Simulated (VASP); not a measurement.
Energy against volume of KI (rock salt). Computed with revPBE GGA, VASP's PBE PAW potentials (set 64) (plane waves; VASP). Run with 520 eV cut-off, 6×6×6 Γ-centred mesh, Gaussian smearing of 0.050 eV, potentials K_sv I.

| V (Å³/atom) | E (eV/atom) |
|---|---|
| 48.984 | -2.63184 |
| 50.499 | -2.63330 |
| 52.014 | -2.63241 |
| 53.529 | -2.62952 |

Fit these four points and predict the energy of the run at 47.469 Å³/atom.

A cubic in V^(−2/3), the third-order Birch-Murnaghan form, passes through the four points with V0 = 50.64 Å³/atom and B0 = 8 GPa, and gives -2.6276 eV/atom there. The run gave -2.6276 eV/atom, +0.0 meV/atom from the fit; all five points give B0 = 8 GPa.

The compound is KI in the rock salt structure. It was relaxed first, which changed the volume by +15 %.
